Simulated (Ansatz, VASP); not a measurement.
Given: the input of a run of VASP 6.6.1 on CrCu4NiSn2. The cell comes from a database or a generator and needn't be the stable form of this composition.

The input INCAR:

```
ALGO = Normal ; EDIFF = 1E-7
ENCUT = 520 ; GGA = PE
ISIF = 2 ; ISMEAR = -1
ISPIN = 2 ; LASPH = T
LCHARG = T ; LELF = T
LMAXMIX = 4 ; LORBIT = 11
LREAL = F ; LVHAR = T
LWAVE = F ; MAGMOM = 0 0 0.6 0.6 0.6 0.6 1 3
NBANDS = 61 ; NELM = 120
PREC = Accurate ; SIGMA = 0.05
```

Contents of KPOINTS:

```
k-points
0
Gamma
  7 7 7
```

POSCAR

```
CrCu4NiSn2
1.0
    2.1811320786      1.2592771927      7.0834584532
   -2.1811320786      1.2592771927      7.0834584532
    0.0000000000     -2.5185543854      7.0834584532
Sn Cu Ni Cr
2 4 1 1
Direct
    0.7504420000      0.7504420000      0.7504420000
    0.2495580000      0.2495580000      0.2495580000
    0.8739180000      0.8739180000      0.8739180000
    0.3763620000      0.3763620000      0.3763620000
    0.1260820000      0.1260820000      0.1260820000
    0.6236380000      0.6236380000      0.6236380000
    0.5000000000      0.5000000000      0.5000000000
    0.0000000000      0.0000000000      0.0000000000
```

Potentials or basis: VASP PAW PBE potentials, release 64 (Sn_d, Cu, Ni, Cr_pv).

Run with:

```sh
$ cat potpaw_PBE.64/Sn_d/POTCAR potpaw_PBE.64/Cu/POTCAR potpaw_PBE.64/Ni/POTCAR potpaw_PBE.64/Cr_pv/POTCAR > POTCAR
$ mpirun -np 1 vasp_std > vasp.out
```

**Question.** What does the same run look like in Ansatz 0.2.0? Potentials or basis there: Ansatz PAW, cutoff 420 eV.

**Answer.** As run (cutoffs and basis follow the program's own potentials, and thresholds, step limits or extra output files can differ):

File input.yaml:

```yaml
crystal:
  lattice:
    - [2.1811320786, 1.2592771927, 7.0834584532]
    - [-2.1811320786, 1.2592771927, 7.0834584532]
    - [0.0, -2.5185543854, 7.0834584532]
  atoms:
    - { symbol: Sn, position: [0.750442, 0.750442, 0.750442] }
    - { symbol: Sn, position: [0.249558, 0.249558, 0.249558] }
    - { symbol: Cu, position: [0.873918, 0.873918, 0.873918], spin: 0.6 }
    - { symbol: Cu, position: [0.376362, 0.376362, 0.376362], spin: 0.6 }
    - { symbol: Cu, position: [0.126082, 0.126082, 0.126082], spin: 0.6 }
    - { symbol: Cu, position: [0.623638, 0.623638, 0.623638], spin: 0.6 }
    - { symbol: Ni, position: [0.5, 0.5, 0.5], spin: 1.0 }
    - { symbol: Cr, position: [0.0, 0.0, 0.0], spin: 3.0 }
hamiltonian:
  xc: pbe
  pseudopotentials: { kind: paw }
magnetization:
  spin_polarized: true
kpoints:
  mp_grid: { grid: [7, 7, 7] }
scf:
  occupations: { method: fermi_dirac, width: 0.05 }
output:
  forces: true
  stress: true
  eigenvalues: true
  write_density: true
  write_potential: true
  elf: true
  volumetric_format: npy
```

Potentials or basis: Ansatz PAW.

Launch:

```sh
$ ansatz run input.yaml --threads 4 --pin off --max-ram 10240MiB --backend cpu --events-out ev --progress --plain --runs-dir out
```

Both were run:

|  | VASP | Ansatz |
| --- | --- | --- |
| Pressure | 0.9 GPa | 0.7 GPa |
| Largest force | 0.148 eV/Å | 0.148 eV/Å |
| Net moment | 3.67 μB per cell | 3.66 μB per cell |

Ansatz's pressure holds a Pulay term of +0.10 GPa for its cutoff of 420 eV, which the other run lacks.

The potentials hold 94 and 136 valence electrons a cell.

Where Ansatz's input types no cutoff or centring, it takes its own default and a Γ-centred mesh.

The magnetic state is the one that the start led to; the real crystal's order can differ.

Pressure is positive in compression.
